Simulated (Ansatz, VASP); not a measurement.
## C (amorphous carbon): VASP beside Ansatz

Aim: how closely do two programs agree when they are given the same cell, functional and k mesh? Of the first pair: The structure shown is the start of the Ansatz relaxation below; VASP solves that cell, so the two are compared at the walk's first step.

Calculated with Ansatz 0.2.0; plane waves, with VASP 6.6.1 beside it; PBE.

### Step 1. The structure

The cell holds 123 atoms: 123 C. Cell: a = 10.516 Å, b = 10.271 Å, c = 10.703 Å, α = 89.0°, β = 91.3°, γ = 89.0°. As first built, before any earlier steps moved the atoms or strained the cell (in the runner's words): 123 atoms (123 C) placed at random at 1.8 g/cm^3, melted at 6000 K for 10 ps at fixed volume with the LCBOP (Los and Fasolino, Phys. Rev. B 68, 024107 (2003)). Quenched from 5000 K to 300 K at 500 K/ps and fixed volume, held 5 ps, then minimised at fixed cell.

### Step 2. Ansatz: relaxation, PBE

Ansatz runs on its default PAW (the set named soft_2) files.

The two programs are compared at the cell with which this relaxation starts, whose forces are those of its first step.

Contents of input.yaml:

```yaml
crystal:
  lattice:
    - [10.51507, 0.08906, -0.12433]
    - [0.08906, 10.27041, 0.09594]
    - [-0.12433, 0.09594, 10.70194]
  atoms:
    - { symbol: C, position: [0.54154, 0.03858, 0.22133] }
    - { symbol: C, position: [0.64621, 0.64631, 0.04415] }
    - { symbol: C, position: [0.28345, 0.35486, 0.37706] }
    - { symbol: C, position: [0.20871, 0.06886, 0.97906] }
    - { symbol: C, position: [0.70689, 0.54403, 0.35522] }
    - { symbol: C, position: [0.05, 0.95847, 0.46299] }
    - { symbol: C, position: [0.70506, 0.30358, 0.3909] }
    - { symbol: C, position: [0.30544, 0.47129, 0.31339] }
    - { symbol: C, position: [0.41459, 0.14898, 0.8973] }
    - { symbol: C, position: [0.85471, 0.49548, 0.61047] }
    - { symbol: C, position: [0.3124, 0.79201, 0.36183] }
    - { symbol: C, position: [0.57251, 0.73309, 0.39986] }
    - { symbol: C, position: [0.98546, 0.38566, 0.45907] }
    - { symbol: C, position: [0.64772, 0.76154, 0.85818] }
    - { symbol: C, position: [0.18863, 0.59141, 0.94302] }
    - { symbol: C, position: [0.81189, 0.96436, 0.97406] }
    - { symbol: C, position: [0.30857, 0.48974, 0.6658] }
    - { symbol: C, position: [0.12737, 0.98832, 0.56651] }
    - { symbol: C, position: [0.76656, 0.74682, 0.8129] }
    - { symbol: C, position: [0.2412, 0.08722, 0.76452] }
    - { symbol: C, position: [0.22064, 0.71295, 0.01725] }
    - { symbol: C, position: [0.10451, 0.50847, 0.25765] }
    - { symbol: C, position: [0.16089, 0.47672, 0.99789] }
    - { symbol: C, position: [0.14598, 0.99799, 0.78387] }
    - { symbol: C, position: [0.52801, 0.59108, 0.72867] }
    - { symbol: C, position: [0.73638, 0.02198, 0.34975] }
    - { symbol: C, position: [0.93239, 0.00352, 0.23068] }
    - { symbol: C, position: [0.44612, 0.10093, 0.13337] }
    - { symbol: C, position: [0.67432, 0.1527, 0.64648] }
    - { symbol: C, position: [0.29569, 0.11883, 0.64982] }
[... 87 atom lines left out ...]
    - { symbol: C, position: [0.98474, 0.77477, 0.22192] }
    - { symbol: C, position: [0.39738, 0.56995, 0.72045] }
    - { symbol: C, position: [0.79526, 0.02072, 0.47074] }
    - { symbol: C, position: [0.09267, 0.93321, 0.68088] }
    - { symbol: C, position: [0.25459, 0.70065, 0.26759] }
    - { symbol: C, position: [0.86411, 0.60253, 0.21144] }
kpoints:
  mp_grid: { grid: [1, 1, 1] }
hamiltonian:
  xc: pbe
scf:
  occupations: { method: fermi_dirac, width: 0.025 }
output:
  forces: true
  eigenvalues: true
  stress: true
relax:
  f_tol: 0.05
  max_steps: 70
```

Command:

```sh
> ansatz run input.yaml --threads 4 --pin off --max-ram 8192MiB --backend cpu --events-out ev --progress --plain --runs-dir out
```

Numbers of over 12 decimals in the logs are rounded to 6 here.

Output:

```text
Warning: output.stress: scf.convergence.dr2_threshold = 1e-7 eV (the SCF's general default) is looser than the 1.08e-8 eV advised for a printed stress (1e-10 eV for each atom of the cell: 123, of which 108 are counted). What an SCF threshold leaves in a stress goes as its square root, and in the free energy as the threshold itself, and one threshold admits the most on a small cell: [figures from the program's tests c [...]
Engine: ansatz 0.2.0, aarch64-unknown-linux-gnu
Pseudopotentials: kind: paw
Pseudopotential: C, paw, valence charge 4, recommended cutoff 420 eV (normal), C.paw.azcp
Functional definition: PBE
  parameter kappa = 0.804
  parameter beta = 0.066725
  exchange = pbe_x(kappa = kappa, mu = beta*pi^2/3)
  correlation = pbe_c(beta = beta)
Crystal: 123 atoms, lattice volume = 1155.404 Å³
Basis set: ecut = 420 eV, 22587 PW (Γ), exchange–correlation on 144×144×144 points (8 copies of the dense FFT grid, shifted against one another)
Bands: 369, of which v1, the nominal top of the filled ones, is band 246 counted from 1 (245 counted from 0)
Symmetry: 1 space group operations
Space group: P1 (ITA 1), of the structure as read, at distance tolerance 1.0e-4 Å
k-points: 1
Non-local potential: C, projectors of the file, l = 0: 2, l = 1: 2, l = 2: 1
PAW form: soft (Blöchl's): semilocal exchange-correlation on the pseudo side does not see the compensation charge
PAW one-centre angular grid: C, 110 points (default); XC on 64 Gauss nodes
Initial density: superposition of atomic densities (neutral atoms: chi_scale 0, normalization atom), corrected by the library's trained network
Initial wavefunctions: pseudopotential atomic-orbital guess
Functional: x = pbe(κ = 0.804, μ = 0.219515), c = pbe(β = 0.066725)
SCF iter   1: F=—  HF=-30770.763823 eV  |F-HF|=—  |Δ(HF+E_count)|=         —  Δρ=1.43e-2  dr2=4.16e0  ethr=1.77e-3  ⟨swp⟩=6.0  Hψ=1641  notcnv=0  defer=86
preconditioner: auto → LDOS  [insulator: Δε(μ)=0.215 eV  Ē_g=14.775 eV  σ=0.025 eV  W_gap=0.97  n_scr=252 (ndim 8)  ℏωp=24.2 eV  f_vac=0.140  D(μ)=2.70/eV (n_scr^D=6)  ε∞_Penn≈3.7  β→1.0]
SCF iter   2: F=—  HF=-30771.971938 eV  |F-HF|=—  |Δ(HF+E_count)|=    1.21e0  Δρ=1.86e-2  dr2=1.19e1  ethr=8.47e-4  ⟨swp⟩=3.0  Hψ=692  notcnv=0  defer=111  recentre
preconditioner: auto → Resta (q_TF=auto, 2.366 Å⁻¹)  ε∞=3.7  [insulator: Δε(μ)=0.241 eV  Ē_g=14.811 eV  σ=0.025 eV  W_gap=0.98  n_scr=252 (ndim 8)  ℏωp=24.2 eV  f_vac=0.139  D(μ)=1.29/eV (n_scr^D=0)  ε∞_Penn≈3.7  β→0.5]
SCF iter   3: F=—  HF=-30770.137371 eV  |F-HF|=—  |Δ(HF+E_count)|=    1.83e0  Δρ=4.58e-3  dr2=1.94e-1  ethr=8.47e-4  ⟨swp⟩=3.0  Hψ=463  notcnv=0  defer=111
SCF iter   4: F=—  HF=-30770.133661 eV  |F-HF|=—  |Δ(HF+E_count)|=   3.71e-3  Δρ=2.07e-3  dr2=1.29e-1  ethr=3.95e-5  ⟨swp⟩=2.0  Hψ=633  notcnv=0  defer=112
SCF iter   5: F=—  HF=-30770.123882 eV  |F-HF|=—  |Δ(HF+E_count)|=   9.78e-3  Δρ=7.93e-4  dr2=1.64e-2  ethr=2.63e-5  ⟨swp⟩=2.0  Hψ=285  notcnv=0  defer=112
SCF iter   6: F=—  HF=-30770.125236 eV  |F-HF|=—  |Δ(HF+E_count)|=   1.35e-3  Δρ=3.51e-4  dr2=2.36e-3  ethr=3.34e-6  ⟨swp⟩=1.0  Hψ=369  notcnv=0  defer=112
SCF iter   7: F=—  HF=-30770.125479 eV  |F-HF|=—  |Δ(HF+E_count)|=   2.43e-4  Δρ=2.07e-4  dr2=1.02e-3  ethr=4.80e-7  ⟨swp⟩=2.0  Hψ=348  notcnv=0  defer=112
SCF iter   8: F=—  HF=-30770.125578 eV  |F-HF|=—  |Δ(HF+E_count)|=   9.89e-5  Δρ=1.03e-4  dr2=2.18e-4  ethr=2.07e-7  ⟨swp⟩=2.0  Hψ=276  notcnv=0  defer=112
SCF iter   9: F=-30770.125645 eV  HF=-30770.125637 eV  |F-HF|=7.18e-6  |Δ(HF+E_count)|=   5.94e-5  Δρ=4.36e-5  dr2=3.74e-5  ethr=1.27e-8  ⟨swp⟩=19.0  Hψ=2464  notcnv=0
SCF 1 converged in 9 iterations: F = -30770.125645 eV  dr2 = 3.74e-5
  greatest PAW one-centre occupation: 0.729 electrons in one spin orbital (limit 2), on the C atom at site 44 (counted from 0), in its partial waves of l = 0
relax step   1: F+E_penalty+E_count = -30770.12564453 eV  Δ(F+E_penalty+E_count) = +0.000e0 eV  max|allowed force component| = 1.195e0 eV/Å  Δτ_max = 0.0000 Å  (9 SCF iters, dr2 threshold 6.25e-5 eV, accepted)
[...]
- { symbol: C, position: [0.311779, 0.495722, 0.657363] }
    - { symbol: C, position: [0.123910, 0.997734, 0.568454] }
    - { symbol: C, position: [0.770991, 0.751722, 0.811171] }
    - { symbol: C, position: [0.232943, 0.103524, 0.766580] }
    - { symbol: C, position: [0.224137, 0.711980, 0.014479] }
    - { symbol: C, position: [0.095860, 0.507518, 0.248140] }
    - { symbol: C, position: [0.165914, 0.471930, 0.990761] }
    - { symbol: C, position: [0.140363, 1.008487, 0.786222] }
    - { symbol: C, position: [0.528634, 0.605932, 0.716434] }
    - { symbol: C, position: [0.733782, 0.013927, 0.358151] }
    - { symbol: C, position: [0.931568, -0.00176848, 0.233531] }
    - { symbol: C, position: [0.444018, 0.093083, 0.137197] }
    - { symbol: C, position: [0.675605, 0.152778, 0.655165] }
    - { symbol: C, position: [0.293524, 0.128442, 0.651915] }
    - { symbol: C, position: [0.989970, 0.324444, 0.339380] }
    - { symbol: C, position: [0.614538, 0.511994, 0.665584] }
    - { symbol: C, position: [0.411572, 0.199247, 0.667483] }
    - { symbol: C, position: [0.240562, 0.064487, 0.548696] }
    - { symbol: C, position: [0.607845, 0.141970, 0.776667] }
    - { symbol: C, position: [0.929634, 0.603589, 0.095083] }
    - { symbol: C, position: [0.283685, 0.135220, 0.887934] }
    - { symbol: C, position: [0.425678, 0.490173, 0.264145] }
    - { symbol: C, position: [0.668751, 0.784241, 0.981529] }
    - { symbol: C, position: [0.641009, 0.318274, 0.032097] }
[...]
- { symbol: C, position: [0.244515, 0.896465, 0.381627] }
    - { symbol: C, position: [0.359429, 0.240720, 0.346404] }
    - { symbol: C, position: [0.990190, 0.769420, 0.223093] }
    - { symbol: C, position: [0.397037, 0.584824, 0.707233] }
    - { symbol: C, position: [0.795420, 0.018402, 0.478940] }
    - { symbol: C, position: [0.089348, 0.940119, 0.683488] }
    - { symbol: C, position: [0.251905, 0.698458, 0.267491] }
    - { symbol: C, position: [0.866853, 0.596751, 0.213843] }
```

### Step 3. VASP: single point, PBE, start cell, pair 1

The same cell, functional, mesh and smearing now go to VASP, with its own data sets.

Lines of VASP's logs that name or quote its potential files are left out, and so is its time.

Contents of INCAR:

```
SYSTEM = C
PREC = Accurate
ENCUT = 520
EDIFF = 1E-06
NELM = 120
ISMEAR = -1
SIGMA = 0.025
LREAL = Auto
ALGO = Normal
GGA = PE
NBANDS = 336
LORBIT = 11
LWAVE = .FALSE.
LCHARG = .FALSE.
ISIF = 2
LASPH = .TRUE.
GGA_COMPAT = .FALSE.
EFERMI = MIDGAP
NCORE = 4
```

Contents of POSCAR:

```
C
1.0
   10.5150700000      0.0890600000     -0.1243300000
    0.0890600000     10.2704100000      0.0959400000
   -0.1243300000      0.0959400000     10.7019400000
C
123
Direct
    0.5415353019      0.0385804227      0.2213269443
    0.6462086267      0.6463142664      0.0441542120
    0.2834480507      0.3548622481      0.3770620665
    0.2087094250      0.0688561907      0.9790601311
    0.7068914445      0.5440254947      0.3552154102
    0.0500045595      0.9584746475      0.4629871789
    0.7050608497      0.3035812514      0.3909043248
    0.3054369139      0.4712890084      0.3133879936
    0.4145947816      0.1489803429      0.8973002460
    0.8547134958      0.4954827096      0.6104715517
    0.3124039717      0.7920096253      0.3618274614
    0.5725140321      0.7330914345      0.3998572107
    0.9854645809      0.3856605044      0.4590684065
    0.6477156043      0.7615354068      0.8581779354
    0.1886315838      0.5914104119      0.9430171212
    0.8118937049      0.9643569745      0.9740591272
    0.3085726385      0.4897410544      0.6658025628
    0.1273709404      0.9883155321      0.5665063565
    0.7665623447      0.7468192492      0.8129046563
    0.2412047456      0.0872185715      0.7645175768
    0.2206404319      0.7129505628      0.0172521756
    0.1045118075      0.5084678825      0.2576459543
    0.1608939241      0.4767222678      0.9978907756
    0.1459787715      0.9979927666      0.7838674217
    0.5280091486      0.5910832477      0.7286659102
    0.7363838003      0.0219818163      0.3497539383
    0.9323919589      0.0035178793      0.2306765677
    0.4461209323      0.1009281287      0.1333667700
    0.6743157296      0.1527029763      0.6464797365
    0.2956908079      0.1188289264      0.6498226294
[... 87 atom lines left out ...]
    0.9847381505      0.7747702358      0.2219224774
    0.3973833961      0.5699469586      0.7204512422
    0.7952568247      0.0207208898      0.4707358029
    0.0926709765      0.9332074881      0.6808756035
    0.2545936139      0.7006490780      0.2675901146
    0.8641147330      0.6025325471      0.2114409548
```

Contents of KPOINTS:

```
Automatic mesh
0
Gamma
1 1 1
0 0 0
```

PAW data sets: C (PBE family, release 64).

Command:

```sh
> mpirun -np 16 vasp_gam
```

Output:

```text
[banner, memory and clock lines left out]
running   16 mpi-ranks, on    1 nodes
[...]
LDA part: xc-table for (Slater+PW92), standard interpolation
 POSCAR, INCAR and KPOINTS ok, starting setup
[...]
entering main loop
       N       E                     dE             d eps       ncg     rms          rms(c)
DAV:   1     0.361438826460E+04    0.36144E+04   -0.28614E+05   680   0.145E+03
DAV:   2    -0.764322116368E+03   -0.43787E+04   -0.41293E+04   856   0.343E+02
DAV:   3    -0.110810021544E+04   -0.34378E+03   -0.33459E+03   800   0.955E+01
DAV:   4    -0.111846421559E+04   -0.10364E+02   -0.10294E+02   840   0.177E+01
[...]
DAV:  17    -0.103888678581E+04   -0.87621E-06   -0.33324E-05   712   0.114E-02    0.927E-03
DAV:  18    -0.103888678272E+04    0.30959E-05   -0.91526E-06   688   0.603E-03    0.416E-03
DAV:  19    -0.103888678186E+04    0.85773E-06   -0.20971E-06   560   0.285E-03
   1 F= -.10388868E+04 E0= -.10388830E+04  d E =-.759257E-02
```

OUTCAR, selected parts (step 3):

```text
  FREE ENERGIE OF THE ION-ELECTRON SYSTEM (eV)
  ---------------------------------------------------
  free  energy   TOTEN  =     -1038.8867818589 eV

  energy  without entropy=    -1038.8791892910  energy(sigma->0) =    -1038.88298557
```

The run ends at a pressure of 16.31 GPa, with forces up to 1.4 eV/Å.

### Step 4. Comparison

Known differences besides the potentials themselves: the cutoff is 420 eV in Ansatz and 520 eV in VASP (PREC = Accurate, projectors in real space). Total energies have different zeros and are not compared.

Forces on 7 of the 123 atoms, those with the largest forces and the largest differences (eV/Å; atoms numbered as in POSCAR):

| atom | Ansatz x, y, z | VASP x, y, z |
| --- | --- | --- |
| C12 | 0.575, -0.504, 0.849 | 0.644, -0.545, 0.898 |
| C22 | -0.907, 0.447, -0.274 | -0.930, 0.453, -0.283 |
| C23 | -0.153, 0.621, -0.551 | -0.144, 0.652, -0.578 |
| C50 | -0.932, 0.120, 0.874 | -1.026, 0.122, 0.924 |
| C54 | 0.314, -0.884, -0.058 | 0.334, -0.924, 0.003 |
| C55 | 0.353, -1.195, 0.043 | 0.351, -1.221, 0.065 |
| C84 | 0.300, 0.970, 0.347 | 0.335, 1.007, 0.361 |

The forces differ by 18 meV/Å r.m.s., which is 5.3 % of the r.m.s. force of 0.336 eV/Å (both taken over all components).

### Step 5. Ansatz: relaxation, PBE

This run makes the geometry at which the two programs are then compared.

The structure compared here is the end of the Ansatz relaxation.

This is the run of step 2 again, met here at its other cell.

### Step 6. VASP: single point, PBE, relaxed atoms in a fixed cell, pair 2

The same cell, functional, mesh and smearing now go to VASP, with its own data sets.

INCAR, as its differences from that of step 3:

```diff
@@ -2,3 +2,3 @@
 PREC = Accurate
-ENCUT = 520
+ENCUT = 600
 EDIFF = 1E-06
```

Contents of POSCAR:

```
C
1.0
   10.5150700000      0.0890600000     -0.1243300000
    0.0890600000     10.2704100000      0.0959400000
   -0.1243300000      0.0959400000     10.7019400000
C
123
Direct
    0.5392200000      0.0311400000      0.2264100000
    0.6458400000      0.6504500000      0.0347700000
    0.2774400000      0.3486700000      0.3695000000
    0.2070900000      0.0753900000      0.9825900000
    0.7064100000      0.5409200000      0.3601400000
    0.0492900000      0.9649200000      0.4639500000
    0.7017200000      0.2996900000      0.3956500000
    0.2991300000      0.4662700000      0.3044800000
    0.4115200000      0.1550700000      0.9008500000
    0.8570300000      0.4980500000      0.6077800000
    0.3112900000      0.7831000000      0.3685100000
    0.5731800000      0.7268400000      0.4081400000
    0.9852600000      0.3847200000      0.4548900000
    0.6480100000      0.7765800000      0.8483200000
    0.1937100000      0.5904200000      0.9385100000
    0.8180800000      0.9720800000      0.9790200000
    0.3117800000      0.4957200000      0.6573600000
    0.1239100000      0.9977300000      0.5684500000
    0.7709900000      0.7517200000      0.8111700000
    0.2329400000      0.1035200000      0.7665800000
    0.2241400000      0.7119800000      0.0144800000
    0.0958600000      0.5075200000      0.2481400000
    0.1659100000      0.4719300000      0.9907600000
    0.1403600000      0.0084900000      0.7862200000
    0.5286300000      0.6059300000      0.7164300000
    0.7337800000      0.0139300000      0.3581500000
    0.9315700000      0.9982300000      0.2335300000
    0.4440200000      0.0930800000      0.1372000000
    0.6756100000      0.1527800000      0.6551700000
    0.2935200000      0.1284400000      0.6519200000
[... 87 atom lines left out ...]
    0.9901900000      0.7694200000      0.2230900000
    0.3970400000      0.5848200000      0.7072300000
    0.7954200000      0.0184000000      0.4789400000
    0.0893500000      0.9401200000      0.6834900000
    0.2519000000      0.6984600000      0.2674900000
    0.8668500000      0.5967500000      0.2138400000
```

KPOINTS is that of step 3.

Command:

```sh
> mpirun -np 16 vasp_gam
```

Output:

```text
[... set-up lines as in an earlier step ...]
 entering main loop
       N       E                     dE             d eps       ncg     rms          rms(c)
DAV:   1     0.382227006046E+04    0.38223E+04   -0.30855E+05   680   0.162E+03
DAV:   2    -0.740811176542E+03   -0.45631E+04   -0.43097E+04   856   0.355E+02
DAV:   3    -0.110273342596E+04   -0.36192E+03   -0.35257E+03   808   0.983E+01
DAV:   4    -0.111328015361E+04   -0.10547E+02   -0.10461E+02   816   0.180E+01
[...]
DAV:  16    -0.104059194076E+04   -0.23715E-04   -0.64981E-05   784   0.157E-02    0.115E-02
DAV:  17    -0.104059194452E+04   -0.37566E-05   -0.14338E-05   704   0.807E-03    0.574E-03
DAV:  18    -0.104059194469E+04   -0.17251E-06   -0.36314E-06   584   0.402E-03
   1 F= -.10405919E+04 E0= -.10405903E+04  d E =-.334945E-02
```

From OUTCAR (step 6):

```text
  FREE ENERGIE OF THE ION-ELECTRON SYSTEM (eV)
  ---------------------------------------------------
  free  energy   TOTEN  =     -1040.5919446924 eV

  energy  without entropy=    -1040.5885952389  energy(sigma->0) =    -1040.59026997
```

The run ends at a pressure of 9.38 GPa, with forces up to 0.100 eV/Å.

### Step 7. Side by side

What differs besides the data sets and the points named for the pairs above, as far as they apply: the cutoff is 420 eV in Ansatz and 600 eV in VASP (PREC = Accurate, projectors in real space). Total energies have different zeros and are not compared.

Compared:

| quantity | Ansatz | VASP | difference |
| --- | --- | --- | --- |
| pressure (GPa) | 9.39 | 9.38 | +0.01 |
| gap on the k mesh (eV) | 0.263 | 0.263 | 0.000 |

The largest component of a force difference here is 93 meV/Å. A gap on the mesh is an upper bound, since the band edges may lie between its points.

### Step 8. Outcome

- r.m.s. force difference (single point, PBE, start cell, pair 1): 5.3 % of the r.m.s. force
- r.m.s. force difference (single point, PBE, relaxed atoms in a fixed cell, pair 2): 15 meV/Å

What this shows: The r.m.s. force difference is 5.3 % of the r.m.s. force (single point, PBE, start cell, pair 1), beyond the 3 % picked in this series as the mark of a large difference. What causes the difference of the single point, PBE, start cell, pair 1 pair stays open here. What causes the difference of the single point, PBE, relaxed atoms in a fixed cell, pair 2 pair stays open here. Such differences can come from data sets, numerical settings and the points named under the comparisons, not from the functional's error against experiment.

[Lines on the potential files, build, host, timing and source positions are cut from VASP's logs without a mark.]

[Logs are printed without paths, hosts, clocks, repeated set-up lines and the standing remarks that a program may print on its own settings, such as how far it seeks lower states.]

[Hosts, paths, dates, database ids (printed as entryN), source tags and the programs' standing remarks are cut or masked in the printed files.]
